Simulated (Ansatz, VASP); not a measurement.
# SiO2 (Cristobalite) in two plane-wave programs, part 3 of 3

Wanted: the spread between two codes on one cell, functional and k mesh. The cell is taken from a series of runs on this material, whose earlier steps may have relaxed, scaled, displaced or heated it; both programs get it as it stands.

VASP 6.6.1 and Ansatz 0.2.0.

So far: The starting structure; Ansatz: zone-centre phonons, LDA; VASP: zone-centre phonons, LDA.

## (3) VASP: zone-centre phonons, LDA (continued)

Level of this step: LDA; plane waves and PAW (O, Si) (VASP).

Numbers of over 12 decimals in the logs are rounded to 6 here.

From OUTCAR (step 3):

```text
ion  position               nearest neighbor table
   1  0.230  0.144  0.198-  10 1.61   9 1.61
   2  0.356  0.730  0.448-  11 1.61  10 1.61
   3  0.770  0.856  0.698-  12 1.61  11 1.61
   4  0.644  0.270  0.948-   9 1.61  12 1.61
   5  0.730  0.356  0.552-  11 1.61  12 1.61
   6  0.856  0.770  0.302-  10 1.61  11 1.61
   7  0.270  0.644  0.052-   9 1.61  10 1.61
   8  0.144  0.230  0.802-  12 1.61   9 1.61
   9  0.320  0.320  0.000-   4 1.61   7 1.61   1 1.61   8 1.61  10 2.98  12 2.98  10 2.98  12 2.98

  LATTYP: Found a simple tetragonal cell.
 ALAT       =     4.7943890442
 C/A-ratio  =     1.3707356401

 Subroutine GETGRP returns: Found  8 space group operations
 (whereof  2 operations were pure point group operations)

The static configuration has the point symmetry C_2 .
 The point group associated with its full space group is D_4 .

 Found     18 irreducible k-points:

   k-points           NKPTS =     18   k-points in BZ     NKDIM =     18   number of bands    NBANDS=     44

   dimension x,y,z NGX =    40 NGY =   40 NGZ =   54
   dimension x,y,z NGXF=    80 NGYF=   80 NGZF=  108

   ENCUT  =  600.0 eV  44.10 Ry    6.64 a.u.   9.58  9.58 13.13*2*pi/ulx,y,z

   NELECT =      64.0000    total number of electrons

 k-points in reciprocal lattice and weights: Automatic mesh
   0.00000000  0.00000000  0.00000000       0.016
   0.25000000  0.00000000  0.00000000       0.062
   0.50000000  0.00000000  0.00000000       0.031
   0.25000000  0.25000000  0.00000000       0.062
   0.50000000  0.25000000  0.00000000       0.062
   0.50000000  0.50000000  0.00000000       0.016
   0.00000000  0.00000000  0.25000000       0.031
   0.25000000  0.00000000  0.25000000       0.125
   0.50000000  0.00000000  0.25000000       0.062
[...]
0.50000000  0.25000000  0.50000000       0.062
   0.50000000  0.50000000  0.50000000       0.016

 average (electrostatic) potential at core
       1 -73.5989       2 -73.5989       3 -73.5989       4 -73.5989       5 -73.5989
       6 -73.5989       7 -73.5989       8 -73.5989       9 -88.1428      10 -88.1428
      11 -88.1428      12 -88.1428

  Total        1.5492748      1.5492748      1.4602185      0.0000000      0.0000000      0.0000000
  in kB       16.4318140     16.4318140     15.4872710      0.0000000      0.0000000      0.0000000
  external PRESSURE =      16.1169664 kB  Pullay stress =       0.0000000 kB

  energy-cutoff  :      600.00
  volume of cell :      151.06
      direct lattice vectors                 reciprocal lattice vectors
     4.794389044  0.000000000  0.000000000     0.208577149  0.000000000  0.000000000
     0.000000000  4.794389044  0.000000000     0.000000000  0.208577149  0.000000000
     0.000000000  0.000000000  6.571839935     0.000000000  0.000000000  0.152164388

 POSITION                                       TOTAL-FORCE (eV/Angst)
 -----------------------------------------------------------------------------------
      1.10419      0.69262      1.30320         0.000464      0.005300      0.001035
[...]
3.089815  1.293009  6.232080     0.280704   -0.075919   -0.188511
      3.501380  1.704575  3.625680     0.051817   -0.199549    0.125649
      4.101769  3.690204  1.982720    -0.281529   -0.082356    0.213200
      1.293009  3.089815  0.339760     0.051817   -0.199549   -0.125649
      0.692620  1.104186  5.268640    -0.281529   -0.082356   -0.213200
      1.536262  1.536262  0.000000    -0.108067    0.106175    0.306747
      0.860933  3.933456  1.642960     0.023650    0.012404   -0.051622
      3.258127  3.258127  3.285920    -0.108067    0.106175   -0.306747
      3.933456  0.860933  4.928880     0.023650    0.012404    0.051622

   2 f  =   35.095265 THz   220.510055 2PiTHz 1170.652038 cm-1   145.142289 meV
             X         Y         Z           dx          dy          dz
      1.104186  0.692620  1.303200    -0.075919   -0.280704    0.188511
      1.704575  3.501380  2.946160     0.200708   -0.060860    0.160331
      3.690204  4.101769  4.589120    -0.075919   -0.280704   -0.188511
      3.089815  1.293009  6.232080     0.200708   -0.060860   -0.160331
      3.501380  1.704575  3.625680    -0.082356    0.281529   -0.213200
      4.101769  3.690204  1.982720    -0.199549   -0.051817    0.125649
      1.293009  3.089815  0.339760    -0.082356    0.281529    0.213200
      0.692620  1.104186  5.268640    -0.199549   -0.051817   -0.125649
      1.536262  1.536262  0.000000     0.012404   -0.023650   -0.051622
      0.860933  3.933456  1.642960     0.106175    0.108067   -0.306747
      3.258127  3.258127  3.285920     0.012404   -0.023650    0.051622
      3.933456  0.860933  4.928880     0.106175    0.108067    0.306747

   3 f  =   32.841371 THz   206.348422 2PiTHz 1095.470235 cm-1   135.820938 meV
             X         Y         Z           dx          dy          dz
      1.104186  0.692620  1.303200     0.088734    0.285598   -0.188413
      1.704575  3.501380  2.946160     0.285598   -0.088734    0.188413
      3.690204  4.101769  4.589120    -0.088734   -0.285598   -0.188413
      3.089815  1.293009  6.232080    -0.285598    0.088734    0.188413
      3.501380  1.704575  3.625680    -0.088734    0.285598   -0.188413
      4.101769  3.690204  1.982720    -0.285598   -0.088734    0.188413
      1.293009  3.089815  0.339760     0.088734   -0.285598   -0.188413
      0.692620  1.104186  5.268640     0.285598    0.088734    0.188413
      1.536262  1.536262  0.000000    -0.007761   -0.007761   -0.000000
      0.860933  3.933456  1.642960    -0.007761    0.007761   -0.000000
      3.258127  3.258127  3.285920     0.007761    0.007761   -0.000000
      3.933456  0.860933  4.928880     0.007761   -0.007761    0.000000

   4 f  =   32.477716 THz   204.063509 2PiTHz 1083.339999 cm-1   134.316981 meV
             X         Y         Z           dx          dy          dz
      1.104186  0.692620  1.303200    -0.054313   -0.262541    0.141840
      1.704575  3.501380  2.946160     0.262541   -0.054313    0.141840
      3.690204  4.101769  4.589120     0.054313    0.262541    0.141840
      3.089815  1.293009  6.232080    -0.262541    0.054313    0.141840
      3.501380  1.704575  3.625680     0.054313   -0.262541    0.141840
      4.101769  3.690204  1.982720    -0.262541   -0.054313    0.141840
      1.293009  3.089815  0.339760    -0.054313    0.262541    0.141840
      0.692620  1.104186  5.268640     0.262541    0.054313    0.141840
      1.536262  1.536262  0.000000     0.100467   -0.100467   -0.214057
      0.860933  3.933456  1.642960     0.100467    0.100467   -0.214057
      3.258127  3.258127  3.285920    -0.100467    0.100467   -0.214057
      3.933456  0.860933  4.928880    -0.100467   -0.100467   -0.214057

   5 f  =   32.161375 THz   202.075877 2PiTHz 1072.787987 cm-1   133.008699 meV
             X         Y         Z           dx          dy          dz
      1.104186  0.692620  1.303200    -0.074210   -0.238582    0.181084
      1.704575  3.501380  2.946160    -0.238582    0.074210   -0.181084
      3.690204  4.101769  4.589120     0.074210    0.238582    0.181084
      3.089815  1.293009  6.232080     0.238582   -0.074210   -0.181084
      3.501380  1.704575  3.625680    -0.074210    0.238582   -0.181084
      4.101769  3.690204  1.982720    -0.238582   -0.074210    0.181084
      1.293009  3.089815  0.339760     0.074210   -0.238582   -0.181084
      0.692620  1.104186  5.268640     0.238582    0.074210    0.181084
      1.536262  1.536262  0.000000    -0.150461    0.150461   -0.119513
      0.860933  3.933456  1.642960     0.150461    0.150461    0.119513
      3.258127  3.258127  3.285920     0.150461   -0.150461   -0.119513
      3.933456  0.860933  4.928880    -0.150461   -0.150461    0.119513

   6 f  =   32.140544 THz   201.944994 2PiTHz 1072.093151 cm-1   132.922550 meV
             X         Y         Z           dx          dy          dz
      1.104186  0.692620  1.303200     0.093319    0.238966   -0.171077
      1.704575  3.501380  2.946160    -0.235944    0.052747   -0.188664
      3.690204  4.101769  4.589120     0.093319    0.238966    0.171077
      3.089815  1.293009  6.232080    -0.235944    0.052747    0.188664
      3.501380  1.704575  3.625680    -0.059817    0.253746   -0.201349
      4.101769  3.690204  1.982720    -0.219972   -0.088952    0.155949
      1.293009  3.089815  0.339760    -0.059817    0.253746    0.201349
      0.692620  1.104186  5.268640    -0.219972   -0.088952   -0.155949
      1.536262  1.536262  0.000000     0.146435   -0.160267    0.104650
      0.860933  3.933456  1.642960     0.172348   -0.184245   -0.004059
      3.258127  3.258127  3.285920     0.146435   -0.160267   -0.104650
      3.933456  0.860933  4.928880     0.172348   -0.184245    0.004059

   7 f  =   32.140544 THz   201.944994 2PiTHz 1072.093151 cm-1   132.922550 meV
             X         Y         Z           dx          dy          dz
      1.104186  0.692620  1.303200     0.052747    0.235944   -0.188664
      1.704575  3.501380  2.946160     0.238966   -0.093319    0.171077
      3.690204  4.101769  4.589120     0.052747    0.235944    0.188664
      3.089815  1.293009  6.232080     0.238966   -0.093319   -0.171077
      3.501380  1.704575  3.625680    -0.088952    0.219972   -0.155949
      4.101769  3.690204  1.982720     0.253746    0.059817   -0.201349
      1.293009  3.089815  0.339760    -0.088952    0.219972    0.155949
      0.692620  1.104186  5.268640     0.253746    0.059817    0.201349
      1.536262  1.536262  0.000000    -0.184245   -0.172348   -0.004059
      0.860933  3.933456  1.642960    -0.160267   -0.146435   -0.104650
      3.258127  3.258127  3.285920    -0.184245   -0.172348    0.004059
      3.933456  0.860933  4.928880    -0.160267   -0.146435    0.104650

   8 f  =   32.028214 THz   201.239201 2PiTHz 1068.346207 cm-1   132.457988 meV
             X         Y         Z           dx          dy          dz
      1.104186  0.692620  1.303200     0.073030    0.237892   -0.179998
      1.704575  3.501380  2.946160    -0.237892    0.073030   -0.179998
      3.690204  4.101769  4.589120    -0.073030   -0.237892   -0.179998
      3.089815  1.293009  6.232080     0.237892   -0.073030   -0.179998
      3.501380  1.704575  3.625680     0.073030   -0.237892    0.179998
      4.101769  3.690204  1.982720    -0.237892   -0.073030    0.179998
      1.293009  3.089815  0.339760    -0.073030    0.237892    0.179998
      0.692620  1.104186  5.268640     0.237892    0.073030    0.179998
      1.536262  1.536262  0.000000    -0.175142   -0.175142    0.000000
    [... 421 further lines ...]
      3.258127  3.258127  3.285920    -0.271917    0.207048   -0.000456
      3.933456  0.860933  4.928880    -0.272093    0.207279   -0.000062

 MACROSCOPIC STATIC DIELECTRIC TENSOR IONIC CONTRIBUTION
 ------------------------------------------------------
           2.045537    -0.000000     0.000000
          -0.000000     2.045537     0.000000
           0.000000     0.000000     1.683882
 ------------------------------------------------------

 ELASTIC MODULI CONTR FROM IONIC RELAXATION (kBar)
 Direction    XX          YY          ZZ          XY          YZ          ZX
 --------------------------------------------------------------------------------
 XX       -3808.5047   -286.4151  -1161.6130      0.0000      0.0000      0.0000
 YY        -286.4151  -3808.5047  -1161.6130     -0.0000     -0.0000     -0.0000
 ZZ       -1161.6130  -1161.6130  -3138.0927     -0.0000      0.0000      0.0000
 XY           0.0000     -0.0000     -0.0000   -394.1590      0.0000      0.0000
 YZ           0.0000     -0.0000      0.0000      0.0000   -820.1309     -0.0000
 ZX           0.0000     -0.0000      0.0000      0.0000     -0.0000   -819.6333
 --------------------------------------------------------------------------------

 PIEZOELECTRIC TENSOR IONIC CONTR  for field in x, y, z        (C/m^2)
          XX          YY          ZZ          XY          YZ          ZX
  --------------------------------------------------------------------------------
  x     0.00000     0.00000     0.00000     0.00000    -0.01071     0.00000
  y    -0.00000     0.00000    -0.00000     0.00000     0.00000     0.01406
  z    -0.00000     0.00000    -0.00000     0.00043     0.00000     0.00000
```

## (4) Differences

Known differences besides the potentials themselves: fixed occupations in Ansatz, narrow Gaussian smearing in VASP; VASP's response is taken on the typed mesh, Ansatz refines its own for the field response alone; the cutoff is 420 eV in Ansatz and 600 eV in VASP; VASP's log shows a relativistic correction to its local exchange, Ansatz's none. Total energies have different zeros and are not compared.

Both answers:

| quantity | Ansatz | VASP | difference |
| --- | --- | --- | --- |
| ε∞ xx | 2.48 | 2.47 | +0.49 % |
| ε∞ yy | 2.48 | 2.47 | +0.49 % |
| ε∞ zz | 2.45 | 2.44 | +0.47 % |
| Born charge of O1 (mean of the diagonal) (e) | -1.65 | -1.63 | -0.01 |
| Born charge of Si9 (mean of the diagonal) (e) | 3.29 | 3.27 | +0.03 |
| optical mode 1 (cm⁻¹) | 69.5 | 69.6 | -0.16 % |
| optical mode 2 (cm⁻¹) | 137.3 | 137.2 | +0.06 % |
| optical mode 3 to 4 (cm⁻¹) | 175.4 | 175.9 | -0.30 % |
| optical mode 5 (cm⁻¹) | 247.5 | 247.8 | -0.10 % |
| optical mode 6 to 7 (cm⁻¹) | 261.8 | 264.3 | -0.96 % |
| optical mode 8 (cm⁻¹) | 270.2 | 272.9 | -0.99 % |
| optical mode 9 (cm⁻¹) | 276.9 | 279.2 | -0.84 % |
| optical mode 10 (cm⁻¹) | 344.8 | 346.5 | -0.49 % |
| optical mode 11 (cm⁻¹) | 374.1 | 374.5 | -0.09 % |
| optical mode 12 to 13 (cm⁻¹) | 384.0 | 386.3 | -0.59 % |
| optical mode 14 (cm⁻¹) | 450.2 | 452.8 | -0.58 % |
| optical mode 15 (cm⁻¹) | 467.5 | 466.4 | +0.24 % |
| optical mode 16 to 17 (cm⁻¹) | 470.1 | 471.8 | -0.35 % |
| optical mode 18 (cm⁻¹) | 493.6 | 495.9 | -0.46 % |
| optical mode 19 to 20 (cm⁻¹) | 631.2 | 633.0 | -0.29 % |
| optical mode 21 (cm⁻¹) | 796.2 | 797.7 | -0.19 % |
| optical mode 22 (cm⁻¹) | 798.0 | 799.2 | -0.15 % |
| optical mode 23 (cm⁻¹) | 802.6 | 802.7 | -0.01 % |
| optical mode 24 to 25 (cm⁻¹) | 817.1 | 818.2 | -0.14 % |
| optical mode 26 (cm⁻¹) | 1059.9 | 1068.3 | -0.79 % |
| optical mode 27 to 28 (cm⁻¹) | 1063.6 | 1072.1 | -0.79 % |

Modes are paired by rising frequency, not by their patterns, so a pair may set unlike modes beside each other; they are those without the splitting of longitudinal modes.

## (5) Summary of results

* r.m.s. difference of the optical zone-centre modes, each program's sorted by frequency (zone-centre phonons, LDA): 3.9 cm⁻¹
* difference in optical mode 8 (zone-centre phonons, LDA): -1.0 %

What this shows: The r.m.s. difference of the optical zone-centre modes, each program's sorted by frequency is 3.9 cm⁻¹ (zone-centre phonons, LDA). Among the rows given in per cent, the largest difference of the zone-centre phonons, LDA pair is in optical mode 8, -1.0 %. Such differences can come from data sets, numerical settings and the points named under the comparisons, not from the functional's error against experiment.

[Lines on the potential files, build, host, timing and source positions are cut from VASP's logs without a mark.]

[Logs are printed without paths, hosts, clocks, repeated set-up lines and the standing remarks that a program may print on its own settings, such as how far it seeks lower states.]

[Hosts, paths, dates, database ids (printed as entryN), source tags and the programs' standing remarks are cut or masked in the printed files.]
